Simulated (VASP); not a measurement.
**GaSb: relaxation of the atoms with PBE**

GaSb:

```
Ga Sb
1.0
     0.00000    3.12902    3.12902
     3.12902    0.00000    3.12902
     3.12902    3.12902    0.00000
Ga Sb
1 1
Cartesian
  0.0000 0.0000 0.0000
  1.5645 1.5645 1.5645
```

The cell isn't the ideal one: a relaxed cell with its volume scaled by 1.02.

- Program: VASP 6.6.1
- Task: relaxation of the atoms
- Functional: PBE
- Potentials or basis: VASP PAW PBE potentials, release 64 (Ga_d, Sb)
- Cutoff: 600 eV
- k mesh: 10 × 10 × 10
- Occupations: gaussian, width 0.03 eV
- Spin: no spin polarisation
- Further INCAR settings: ALGO = Fast; EDIFF = 1e-07; IBRION = 2; EDIFFG = -0.01; NSW = 40

```json
{
  "Pressure after relaxing": "-0.9 GPa",
  "Band gap on the k mesh": "none (metal or under the smearing width)"
}
```

Final structure:
```
Ga Sb
1.0
     0.00000    3.12902    3.12902
     3.12902    0.00000    3.12902
     3.12902    3.12902    0.00000
Ga Sb
1 1
Direct
  0.00000 0.00000 0.00000
  0.25000 0.25000 0.25000
```

Levels at points of the mesh, in eV from the Fermi level:
```tsv
k point	band 6	band 7	band 8	band 9	band 10	band 11	band 12	band 13
(0.00, 0.00, 0.00)	-11.03	-0.44	-0.01	-0.01	-0.01	2.78	2.78	2.78
(0.50, 0.00, 0.00)	-9.58	-6.06	-1.06	-1.06	0.26	3.73	3.73	6.49
(0.50, 0.50, 0.00)	-8.85	-6.52	-2.35	-2.35	0.96	1.37	8.24	8.28
```

It took 20 s on 1 thread of Intel(R) Xeon(R) 6975P-C (Granite Rapids), on a shared host, peak memory 0.23 GiB.

Caveat: the relaxation stopped at its first step, so nothing moved. Spin-orbit coupling is left out, which matters for the levels of Sb.
